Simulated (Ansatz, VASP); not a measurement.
# InGa2N3: VASP beside Ansatz, part 2 of 2

Wanted: the spread between two codes on one cell, functional and k mesh. The cell is taken from a series of runs on this material, whose earlier steps may have relaxed, scaled, displaced or heated it; both programs get it as it stands.

VASP 6.6.1 and Ansatz 0.2.0.

So far: The starting structure; VASP: G0W0 gap, PBE, DFT+U.

## Step 3: Ansatz: G0W0 gap, PBE, DFT+U

Level of this step: Ansatz beside VASP: Kohn-Sham DFT, plane waves, PBE, DFT+U (Ansatz).

Ansatz runs on its PAW soft_1 files.

The same cell, functional and mesh now go to Ansatz, which takes its cutoff from its data sets.

The input, input.yaml:

```yaml
crystal:
  lattice:
    - [5.0043409607, -2.8865205108, 0.0]
    - [5.0043409607, 2.8865205108, 0.0]
    - [0.0, 0.0, 5.390303]
  atoms:
    - { symbol: In, position: [0.325265, 0.674735, 0.989696] }
    - { symbol: In, position: [0.674735, 0.325265, 0.489696] }
    - { symbol: Ga, position: [0.007088, 0.333852, 0.992575] }
    - { symbol: Ga, position: [0.666148, 0.992912, 0.992575] }
    - { symbol: Ga, position: [0.992912, 0.666148, 0.492575] }
    - { symbol: Ga, position: [0.333852, 0.007088, 0.492575] }
    - { symbol: "N", position: [0.026825, 0.333679, 0.358883] }
    - { symbol: "N", position: [0.666321, 0.973175, 0.358883] }
    - { symbol: "N", position: [0.973175, 0.666321, 0.858883] }
    - { symbol: "N", position: [0.333679, 0.026825, 0.858883] }
    - { symbol: "N", position: [0.307445, 0.692555, 0.395389] }
    - { symbol: "N", position: [0.692555, 0.307445, 0.895389] }
kpoints:
  mp_grid: { grid: [3, 3, 2] }
hamiltonian:
  xc: pbe
  hubbard:
    projectors: ortho-atomic
    sites: [{ species: Ga, l: d, u_eff: 4.0 }]
  pseudopotentials: { kind: paw, azcp: { folder: soft_1 } }
scf:
  occupations: { method: fixed }
gw:
  n_empty_bands: 649
  ecut_chi: 150.0
  qp_bands: [v4, c4]
  qp_kpoints: band_edges
  screening: { model: contour_deformation }
```

Run with:

```
$ ansatz run input.yaml --threads 2 --pin off --max-ram 92160MiB --backend cuda --events-out ev --progress --plain --runs-dir out --devices 1 --max-vram 13GiB
```

Numbers of over 12 decimals in the logs are rounded to 6 here.

Log:

```text
GPUs: using 1 of 1 available (devices: 1).
Engine: ansatz 0.2.0, x86_64-unknown-linux-gnu
Pseudopotentials: kind: paw
Pseudopotential: In, paw, valence charge 13, recommended cutoff 420 eV (normal), soft_1/In.paw.azcp
Pseudopotential: Ga, paw, valence charge 13, recommended cutoff 420 eV (normal), soft_1/Ga.paw.azcp
Pseudopotential: N, paw, valence charge 5, recommended cutoff 420 eV (normal), soft_1/N.paw.azcp
Functional definition: PBE
  parameter kappa = 0.804
  parameter beta = 0.066725
  exchange = pbe_x(kappa = kappa, mu = beta*pi^2/3)
  correlation = pbe_c(beta = beta)
device memory: the entry about to start is reckoned to put 2.4 GiB on a device that reports 43.3 GiB free (of which the cap on the GPU budget leaves the run 13.0 GiB)
GPU FFT provider: cuFFT
GPU libraries: cuBLAS 13.8.2, cuFFT 12.4.0, cuSOLVER 12.3.4
Crystal: 12 atoms, lattice volume = 155.727 Å³
Basis set: ecut = 420 eV, 3007 PW (Γ)
Bands: 66, of which v1, the nominal top of the filled ones, is band 54 counted from 1 (53 counted from 0)
Symmetry: 4 space group operations
Space group: Cmc21 (ITA 36), of the structure as read, at distance tolerance 5.4e-5 Å
k-points: 8 of 18
Non-local potential: In, projectors of the file, l = 0: 2, l = 1: 2, l = 2: 2, l = 3: 1
Non-local potential: Ga, projectors of the file, l = 0: 2, l = 1: 2, l = 2: 3, l = 3: 1
Non-local potential: N, projectors of the file, l = 0: 2, l = 1: 2, l = 2: 1
PAW form: soft (Blöchl's): semilocal exchange-correlation on the pseudo side does not see the compensation charge
PAW one-centre angular grid: In, 590 points (default); XC on 64 Gauss nodes
PAW one-centre angular grid: Ga, 590 points (default); XC on 64 Gauss nodes
PAW one-centre angular grid: N, 110 points (default); XC on 64 Gauss nodes
Initial density: superposition of atomic densities (chi_scale 0.1, normalization cell, long waves of neutral atoms under a Hubbard term (reshape's long-wave potential 0.03 eV rms, cloud 2.13 Å wide))
Initial wavefunctions: pseudopotential atomic-orbital guess
GPU buffer pool allocated for 64000 grid points (all kernels)
GPU transforms: local potential and band sums: pruned to the plane-wave sphere, on 40×40×40
Functional: x = pbe(κ = 0.804, μ = 0.219515), c = pbe(β = 0.066725)
SCF iter   1: F=—  HF=-28638.422466 eV  |F-HF|=—  |Δ(HF+E_count)|=         —  Δρ=9.51e-2  dr2=1.40e1  ethr=3.10e-3  ⟨swp⟩=4.9  Hψ=1522  notcnv=0  defer=75
preconditioner: auto → Resta (q_TF=auto, 2.567 Å⁻¹)  ε∞=4.4  [insulator: Δε(μ)=1.731 eV  Ē_g=16.710 eV  n_scr=46 (ndim 8)  ℏωp=30.9 eV  f_vac=0.000  ε∞_Penn≈4.4]
SCF iter   2: F=—  HF=-28635.039238 eV  |F-HF|=—  |Δ(HF+E_count)|=    3.38e0  Δρ=4.10e-2  dr2=1.39e0  ethr=3.10e-3  ⟨swp⟩=2.6  Hψ=848  notcnv=0  defer=70
SCF iter   3: F=—  HF=-28634.836023 eV  |F-HF|=—  |Δ(HF+E_count)|=   2.03e-1  Δρ=1.72e-2  dr2=3.50e-1  ethr=1.29e-3  ⟨swp⟩=2.0  Hψ=501  notcnv=0  defer=80
SCF iter   4: F=—  HF=-28634.789919 eV  |F-HF|=—  |Δ(HF+E_count)|=   4.61e-2  Δρ=2.67e-3  dr2=1.40e-2  ethr=3.24e-4  ⟨swp⟩=2.5  Hψ=782  notcnv=0  defer=80
SCF iter   5: F=—  HF=-28634.791636 eV  |F-HF|=—  |Δ(HF+E_count)|=   1.72e-3  Δρ=2.19e-3  dr2=4.88e-3  ethr=1.29e-5  ⟨swp⟩=2.0  Hψ=933  notcnv=0  defer=80
SCF iter   6: F=—  HF=-28634.794211 eV  |F-HF|=—  |Δ(HF+E_count)|=   2.57e-3  Δρ=9.51e-4  dr2=1.12e-3  ethr=4.52e-6  ⟨swp⟩=2.0  Hψ=933  notcnv=0  defer=80
SCF iter   7: F=—  HF=-28634.794817 eV  |F-HF|=—  |Δ(HF+E_count)|=   6.06e-4  Δρ=2.18e-4  dr2=8.50e-5  ethr=1.03e-6  ⟨swp⟩=2.0  Hψ=785  notcnv=0  defer=80
SCF iter   8: F=—  HF=-28634.794908 eV  |F-HF|=—  |Δ(HF+E_count)|=   9.10e-5  Δρ=1.10e-4  dr2=2.15e-5  ethr=7.87e-8  ⟨swp⟩=2.0  Hψ=797  notcnv=0  defer=54
SCF iter   9: F=—  HF=-28634.794910 eV  |F-HF|=—  |Δ(HF+E_count)|=   1.84e-6  Δρ=3.38e-5  dr2=1.71e-6  ethr=1.99e-8  ⟨swp⟩=2.9  Hψ=928  notcnv=0  defer=62
SCF iter  10: F=-28634.794912 eV  HF=-28634.794911 eV  |F-HF|=6.75e-8  |Δ(HF+E_count)|=   1.19e-6  Δρ=6.72e-6  dr2=7.33e-8  ethr=9.26e-11  ⟨swp⟩=9.6  Hψ=2230  notcnv=0
SCF 1 converged in 10 iterations: F = -28634.794912 eV  dr2 = 7.33e-8
  greatest PAW one-centre occupation: 0.995 electrons in one spin orbital (limit 2), on the Ga atom at site 4 (counted from 0), in its partial waves of l = 2
device memory: the entry about to start is reckoned to put 3.0 GiB on a device that reports 43.3 GiB free (of which the cap on the GPU budget leaves the run 13.0 GiB)
NSCF: frozen V_eff on 8 k-points
the band table was solved once the SCF had ended and its energy, with any forces and stress, was formed, with the checks that follow a solve (1395 applications of the Hamiltonian). They found nothing against the state; the energy, forces and stress were not computed again (output.eigenvalues in the input reference)
device memory: the entry about to start is reckoned to put 6.3 GiB on a device that reports 43.4 GiB free (of which the cap on the GPU budget leaves the run 13.0 GiB)
NSCF: frozen V_eff on 8 k-points
G₀W₀ screening: q 1/8
[... further progress lines ...]
[...]
E_paw        = -17178.983488  (= ΣΔE_a)
  E_vpaw       = -2348.056428  (= ΣTr[D̂ρ^β])
  E_aug_tail   = 0.004690  (compensation charges beyond the density's cutoff)
  E_ewald      = -9101.887418
  E_smearing   = -0.000000  (= −TS)
  E_closure    = -0.000000  (closes the sum)
  Σ components = -28634.794912   (vs F -28634.794912, Δ=0.00e0)
--- Band table (eV; the first three rows and the last of 8) ---
  k-point 0: bands = [... 50 lower, 8.4725, 9.3179, 9.3508, 9.3527, 10.2713, 12.8027, 14.5664, 14.6008, ... 8 higher]
  k-point 1: bands = [... 50 lower, 8.8825, 8.8825, 8.8970, 8.8970, 12.6574, 12.6574, 15.0661, 15.0661, ... 8 higher]
  k-point 2: bands = [... 50 lower, 8.0080, 8.2078, 8.9542, 8.9835, 12.1578, 13.7915, 14.5701, 14.8478, ... 8 higher]
  k-point 7: bands = [... 50 lower, 8.0736, 8.0736, 8.1399, 8.1399, 13.3349, 13.3349, 13.8991, 13.8991, ... 8 higher]
Occupation matrices written to <dir>
--- G₀W₀: contour deformation, 7 samples at zero and on the imaginary axis and 1 off it, 18 q-points, 649 empty bands' worth ---
  eigenvalues of the whole cell's RPA ε∞ on this k-mesh (on a slab, of 1 + 4πα/V) = 15.9413, 15.9856, 16.0418; static W/v taken at q = 0 is 0.062544
  bands read: the sum over 703 bands ends inside a degenerate multiplet in 4 slots, whose members it reads at an even weight; the widest, k=1: bands 703 to 704 (counted from 1) at 1/2 each
  gw.qp_kpoints: band_edges: 7 of 8 stored k-points solved, in 1 pass; an edge of the gap read off the rows below is read off those points alone
    valence top: of the k-points left out ik 5 came nearest to being solved in a further pass, in band 53 (counted from 1, as in the quasiparticle table): it holds the edge there only if its correction is more favourable than any solved in that band by at least 0.915 eV; those differ by 0.110 eV
    conduction bottom: of the k-points left out ik 5 came nearest to being solved in a further pass, in band 57 (counted from 1, as in the quasiparticle table): it holds the edge there only if its correction is more favourable than any solved in that band by at least 3.422 eV; those differ by 0.436 eV
    ik  band        ε_KS         Σx   Σc(E_QP)       V_xc       Z   E_QP_lin       E_QP  E_QP is
     0    51      8.4725   -22.0333     3.2049   -18.3663  0.7075     7.9950     8.0103  root
     0    52      9.3179   -22.8284     3.0899   -19.3491  0.7088     8.9184     8.9285  root
     0    53      9.3508   -22.9142     2.9535   -19.5907  0.7105     8.9720     8.9808  root
     0    54      9.3527   -22.8689     2.9436   -19.5543  0.7107     8.9729     8.9818  root
     0    55     10.2713   -11.5069    -3.5690   -15.3304  0.7443    10.5295    10.5258  root
     0    56     12.8027   -10.1391    -4.5052   -14.9948  0.7503    13.1611    13.1531  root
     0    57     14.5664    -7.1036    -4.3859   -11.5242  0.7585    14.6011    14.6010  root
     0    58     14.6008    -7.3010    -4.4171   -11.7798  0.7564    14.6626    14.6624  root
     1    51      8.8825   -22.4856     3.1158   -18.9457  0.7091     8.4461     8.4584  root
     1    52      8.8825   -22.4856     3.1158   -18.9457  0.7091     8.4461     8.4584  root
     1    53      8.8970   -22.4560     3.1107   -18.9216  0.7091     8.4610     8.4733  root
     1    54      8.8970   -22.4560     3.1107   -18.9216  0.7091     8.4610     8.4733  root
     1    55     12.6574   -11.1196    -4.2059   -15.7044  0.7368    13.0457    13.0363  root
     1    56     12.6574   -11.1196    -4.2059   -15.7044  0.7368    13.0457    13.0363  root
     1    57     15.0661    -9.0613    -4.8674   -14.2887  0.7450    15.4350    15.4261  root
     1    58     15.0661    -9.0613    -4.8674   -14.2887  0.7450    15.4350    15.4261  root
     2    51      8.0080   -21.5315     3.3168   -17.7068  0.7050     7.4802     7.5001  root
     2    52      8.2078   -21.5217     3.2067   -17.8438  0.7048     7.7202     7.7366  root
     2    53      8.9542   -22.4875     3.0691   -19.0038  0.7092     8.5279     8.5396  root
     2    54      8.9835   -22.4760     3.1543   -18.8994  0.7081     8.5489     8.5612  root
     2    55     12.1578   -12.1962    -3.7494   -16.2919  0.7306    12.5118    12.5041  root
     2    56     13.7915   -11.0080    -4.6957   -16.1584  0.7296    14.2613    14.2462  root
     2    57     14.5701   -10.4125    -4.8367   -15.7192  0.7334    15.0564    15.0401  root
     2    58     14.8478   -10.0003    -4.8178   -15.2474  0.7325    15.2896    15.2771  root
[...]
7    51      8.0736   -21.4430     3.2894   -17.6573  0.7045     7.5586     7.5773  root
     7    52      8.0736   -21.4430     3.2894   -17.6573  0.7045     7.5586     7.5773  root
     7    53      8.1399   -21.3259     3.2347   -17.6115  0.7034     7.6430     7.6602  root
     7    54      8.1399   -21.3259     3.2347   -17.6115  0.7034     7.6430     7.6602  root
     7    55     13.3349    -9.4889    -4.4212   -14.1823  0.7440    13.6117    13.6071  root
     7    56     13.3349    -9.4889    -4.4212   -14.1823  0.7440    13.6117    13.6071  root
     7    57     13.8991    -8.8274    -4.4686   -13.5433  0.7483    14.1500    14.1463  root
     7    58     13.8991    -8.8274    -4.4686   -13.5433  0.7483    14.1500    14.1463  root
```

## Step 4: Differences

Known differences besides the potentials themselves: U acts on the PAW sphere in VASP and on atomic orbitals in Ansatz, so only states and trends compare; fixed occupations in Ansatz, narrow Gaussian smearing in VASP; the cutoff is 420 eV in Ansatz and 450 eV in VASP; Ansatz integrates over frequency by contour deformation, VASP on a grid of NOMEGA points; Ansatz's G0W0 levels solve the quasiparticle equation, VASP's are linearised. Total energies have different zeros and are not compared.

The two programs side by side:

```tsv
quantity	Ansatz	VASP	difference
G0W0 gap on the mesh (eV)	1.54	1.64	-0.09
Kohn-Sham gap under it (eV)	0.92	1.07	-0.16
```

## Step 5: What came out

```
difference in G0W0 gap on the mesh (G0W0 gap, PBE, DFT+U) : -0.094 eV
```

What this shows: The difference in G0W0 gap on the mesh is -0.094 eV (G0W0 gap, PBE, DFT+U). How closely two codes agree says nothing of how well the functional describes the real material.

[Lines on the potential files, build, host, timing and source positions are cut from VASP's logs without a mark.]

[Logs are printed without paths, hosts, clocks, repeated set-up lines and the standing remarks that a program may print on its own settings, such as how far it seeks lower states.]

[Hosts, paths, dates, database ids (printed as entryN), source tags and the programs' standing remarks are cut or masked in the printed files.]
